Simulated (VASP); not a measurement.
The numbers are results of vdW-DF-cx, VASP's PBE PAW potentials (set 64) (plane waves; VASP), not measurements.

VASP ran on this input.

**POSCAR**
```
KTaO3
3.9984710
  1.0000000642   0.0000000000   0.0000000000
  0.0000000000   1.0000000642   0.0000000000
  0.0000000000   0.0000000000   1.0000000642
K Ta O
1 1 3
Direct
  0.0000000000   0.0000000000   0.0000000000
  0.5000000000   0.5000000000   0.5000000000
  0.5000000000   0.0000000000   0.5000000000
  0.0000000000   0.5000000000   0.5000000000
  0.5000000000   0.5000000000   0.0000000000
```

### INCAR
```
SYSTEM = KTaO3
PREC = Accurate
ENCUT = 520
EDIFF = 1E-7
NELM = 100
ALGO = Normal
LREAL = .FALSE.
LASPH = .TRUE.
ISMEAR = 0
SIGMA = 0.05
GGA = CX
LUSE_VDW = .TRUE.
AGGAC = 0.0
LMAXMIX = 6
LWAVE = .FALSE.
LCHARG = .FALSE.
LORBIT = 11
ICHARG = 11
```

KPOINTS:
```
k-points along high-symmetry lines
15
Line-mode
Reciprocal
  0.000000   0.000000   0.000000 ! GAMMA
  0.000000   0.500000   0.000000 ! X

  0.000000   0.500000   0.000000 ! X
  0.500000   0.500000   0.000000 ! M

  0.500000   0.500000   0.000000 ! M
  0.000000   0.000000   0.000000 ! GAMMA

  0.000000   0.000000   0.000000 ! GAMMA
  0.500000   0.500000   0.500000 ! R

  0.500000   0.500000   0.500000 ! R
  0.000000   0.500000   0.000000 ! X

  0.500000   0.500000   0.500000 ! R
  0.500000   0.500000   0.000000 ! M
```

POTCAR, in this order: K_sv Ta_pv O (PBE.64 set). Program: vasp_std. Read from the step before: CHGCAR.

What VASP printed:

**OSZICAR**
```
       N       E                     dE             d eps       ncg     rms          rms(c)
DAV:   1     0.335064403754E+03    0.33506E+03   -0.21846E+04  4140   0.169E+03
DAV:   2    -0.121680002283E+02   -0.34723E+03   -0.34148E+03  4988   0.448E+02
DAV:   3    -0.304107538923E+02   -0.18243E+02   -0.18143E+02  5226   0.962E+01
DAV:   4    -0.309239273346E+02   -0.51317E+00   -0.51283E+00  7190   0.144E+01
DAV:   5    -0.309282258736E+02   -0.42985E-02   -0.42981E-02  5380   0.112E+00
DAV:   6    -0.309283854799E+02   -0.15961E-03   -0.15960E-03  6332   0.135E-01
DAV:   7    -0.309283871772E+02   -0.16973E-05   -0.16972E-05  5494   0.171E-02
DAV:   8    -0.309283872052E+02   -0.28004E-07   -0.28048E-07  4958   0.210E-03
   1 F= -.30928387E+02 E0= -.30928387E+02  d E =-.843863E-15
```

### OUTCAR
```
 val. band max:        1.6245392454   @ k =   0.5000   0.5000   0.5000

 cond. band min:       3.7486904003   @ k =   0.0000   0.0000   0.0000



 k-point     1 :       0.0000    0.0000    0.0000
  band No.  band energies     occupation
      1     -32.5272      2.00000
      2     -32.5272      2.00000
      3     -32.5272      2.00000
      4     -25.5360      2.00000
      5     -15.8161      2.00000
      6     -15.0966      2.00000
      7     -15.0966      2.00000
      8      -9.1649      2.00000
      9      -9.1649      2.00000
     10      -9.1649      2.00000
     11      -0.8071      2.00000
     12      -0.8071      2.00000
     13      -0.8071      2.00000
     14       0.5684      2.00000
     15       0.5684      2.00000
     16       0.5684      2.00000
     17       1.0054      2.00000
     18       1.0054      2.00000
     19       1.0054      2.00000
     20       3.7487      0.00000
     21       3.7487      0.00000
     22       3.7487      0.00000
     23       8.3079      0.00000

 k-point     2 :       0.0000    0.0357    0.0000
  band No.  band energies     occupation
      1     -32.5283      2.00000
      2     -32.5271      2.00000
      3     -32.5271      2.00000
      4     -25.5357      2.00000
      5     -15.8116      2.00000
      6     -15.0964      2.00000
      7     -15.0906      2.00000
      8      -9.1644      2.00000
      9      -9.1644      2.00000
     10      -9.1631      2.00000
     11      -0.8363      2.00000
     12      -0.8086      2.00000
     13      -0.8086      2.00000
     14       0.5483      2.00000
     15       0.5483      2.00000
     16       0.5623      2.00000
     17       0.9604      2.00000
     18       0.9946      2.00000
     19       0.9946      2.00000
     20       3.7505      0.00000
     21       3.7931      0.00000
     22       3.7931      0.00000
     23       8.2590      0.00000

 k-point     3 :       0.0000    0.0714    0.0000
  band No.  band energies     occupation
...
```

The density is held fixed in this step, so its total energy and stress have no physical meaning. Unless said otherwise, spin-orbit coupling is left out, though it shifts the bands of the heavy elements here.

The compound is KTaO3 in the cubic perovskite structure. It was relaxed first.
